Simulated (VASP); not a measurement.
These are PBEsol GGA, VASP's PBE PAW potentials (set 64) (plane waves; VASP) values and carry that method's errors.

VASP input:

File POSCAR:
```
AgCl
1
   -0.0000000000     2.7061512219     2.7061512219
    2.7061512219     0.0000000000     2.7061512219
    2.7061512219     2.7061512219     0.0000000000
Ag Cl
1 1
Direct
  0.0000000000   1.0000000000   1.0000000000
  0.5000000000   0.5000000000   0.5000000000
```

### INCAR
```
# general
SYSTEM   =  AgCl
PREC     =  Accurate
ENCUT    =  480
LREAL    =  .FALSE.
LASPH    =  .TRUE.

# electronic loop
EDIFF    =  1E-7
NELM     =  100
ALGO     =  Normal
LMAXMIX  =  4

# smearing
ISMEAR   =  0
SIGMA    =  0.05

# functional
GGA      =  PS

# ions
IBRION   =  2
NSW      =  40
ISIF     =  3
EDIFFG   =  -0.01
PSTRESS  =  10

# output
LWAVE    =  .FALSE.
LCHARG   =  .FALSE.
```

**KPOINTS**
```
kpoints
0
Gamma
8 8 8
```

POTCAR, in this order: Ag Cl (PBE.64 set). Program: vasp_std.

The resulting files:

### OUTCAR
```
 ion  position               nearest neighbor table
   1  0.000  0.000  0.000-   2 2.71   2 2.71   2 2.71   2 2.71   2 2.71   2 2.71
   2  0.500  0.500  0.500-   1 2.71   1 2.71   1 2.71   1 2.71   1 2.71   1 2.71
  LATTYP: Found a face centered cubic cell.
 ALAT       =     5.4123024438
 Subroutine PRICEL returns:
 Original cell was already a primitive cell.
 Subroutine GETGRP returns: Found 48 space group operations
The static configuration has the point symmetry O_h .
The dynamic configuration has the point symmetry O_h .
 Subroutine INISYM returns: Found 48 space group operations
 Subroutine IBZKPT returns following result:
 Found     29 irreducible k-points:

 Following reciprocal coordinates:
            Coordinates               Weight
  0.000000  0.000000  0.000000      1.000000
  0.125000  0.000000  0.000000      8.000000
  0.250000  0.000000  0.000000      8.000000
  0.375000  0.000000  0.000000      8.000000
  0.500000  0.000000  0.000000      4.000000
  0.125000  0.125000  0.000000      6.000000
  0.250000  0.125000  0.000000     24.000000
  0.375000  0.125000  0.000000     24.000000
  0.500000  0.125000  0.000000     24.000000
...
```

**OSZICAR**
```
       N       E                     dE             d eps       ncg     rms          rms(c)
DAV:   1     0.990961294698E+02    0.99096E+02   -0.85130E+03   778   0.118E+03
DAV:   2    -0.212401540475E+01   -0.10122E+03   -0.95039E+02   884   0.252E+02
DAV:   3    -0.618522461026E+01   -0.40612E+01   -0.40480E+01   884   0.540E+01
DAV:   4    -0.621651637887E+01   -0.31292E-01   -0.31287E-01   874   0.535E+00
DAV:   5    -0.621691202776E+01   -0.39565E-03   -0.39565E-03   874   0.598E-01    0.821E+00
DAV:   6    -0.606259864961E+01    0.15431E+00   -0.37614E-01   832   0.879E+00    0.532E+00
DAV:   7    -0.605982325089E+01    0.27754E-02   -0.75113E-02   754   0.220E+00    0.218E+00
DAV:   8    -0.605842468884E+01    0.13986E-02   -0.41551E-03   804   0.820E-01    0.322E-01
DAV:   9    -0.605838629510E+01    0.38394E-04   -0.57317E-04   864   0.333E-01    0.418E-02
DAV:  10    -0.605840394494E+01   -0.17650E-04   -0.28114E-05   794   0.565E-02    0.180E-02
DAV:  11    -0.605841006104E+01   -0.61161E-05   -0.50874E-06   779   0.238E-02    0.378E-03
DAV:  12    -0.605840998079E+01    0.80249E-07   -0.33186E-07   864   0.792E-03
   1 F= -.58110237E+01 E0= -.58110237E+01  d E =-.581102E+01
```

File OUTCAR:
```
------------------------ aborting loop because EDIFF is reached ----------------------------------------
  FORCE on cell =-STRESS in cart. coord.  units (eV):
  Direction    XX          YY          ZZ          XY          YZ          ZX
  --------------------------------------------------------------------------------------
  Total        0.2671482      0.2671482      0.2671482     -0.0000000      0.0000000     -0.0000000
  in kB       10.7988283     10.7988283     10.7988283     -0.0000000      0.0000000     -0.0000000
  external PRESSURE =       0.7988283 kB  Pullay stress =      10.0000000 kB
  volume of cell :       39.64
      direct lattice vectors                 reciprocal lattice vectors
     0.000000000  2.706151222  2.706151222    -0.184764250  0.184764250  0.184764250
     2.706151222  0.000000000  2.706151222     0.184764250 -0.184764250  0.184764250
     2.706151222  2.706151222  0.000000000     0.184764250  0.184764250 -0.184764250
  FREE ENERGIE OF THE ION-ELECTRON SYSTEM (eV)
  ---------------------------------------------------
  free  energy   TOTEN  =        -6.0584099808 eV

  energy  without entropy=       -6.0584099808  energy(sigma->0) =       -6.05840998
  enthalpy is  TOTEN    =        -5.8110237075 eV   P V=        0.2473862733

 reached required accuracy - stopping structural energy minimisation
```
(Selected blocks of OUTCAR.)

### OUTCAR
```
 val. band max:        4.6824675638   @ k =   0.5000   0.0000   0.0000

 cond. band min:       5.4050865512   @ k =   0.0000   0.0000   0.0000


 Fermi energy:         4.9339901430

 k-point     1 :       0.0000    0.0000    0.0000
  band No.  band energies     occupation
      1     -10.9790      2.00000
      2       1.8813      2.00000
      3       1.8813      2.00000
      4       1.8813      2.00000
      5       1.9259      2.00000
      6       1.9259      2.00000
      7       2.0387      2.00000
      8       2.0387      2.00000
      9       2.0387      2.00000
     10       5.4051      0.00000
     11      15.3996      0.00000
     12      15.3996      0.00000
     13      15.3996      0.00000

 k-point     2 :       0.1250    0.0000    0.0000
  band No.  band energies     occupation
      1     -10.9041      2.00000
      2       1.0869      2.00000
      3       1.1633      2.00000
      4       1.1633      2.00000
      5       1.9475      2.00000
      6       1.9475      2.00000
      7       2.2193      2.00000
      8       2.8844      2.00000
      9       2.8844      2.00000
     10       6.1815      0.00000
     11      13.9556      0.00000
     12      15.0862      0.00000
     13      15.0862      0.00000

 k-point     3 :       0.2500    0.0000    0.0000
  band No.  band energies     occupation
      1     -10.7140      2.00000
      2      -0.0716      2.00000
      3       0.5249      2.00000
      4       0.5249      2.00000
      5       2.1017      2.00000
      6       2.1017      2.00000
      7       2.3937      2.00000
      8       3.7515      2.00000
      9       3.7515      2.00000
     10       7.5500      0.00000
     11      12.3254      0.00000
     12      13.7291      0.00000
     13      13.7291      0.00000

 k-point     4 :       0.3750    0.0000    0.0000
  band No.  band energies     occupation
      1     -10.5086      2.00000
      2      -0.9513      2.00000
      3       0.1196      2.00000
...
```

The compound is AgCl in the rock salt structure. It was relaxed first under an external pressure of 1 GPa.
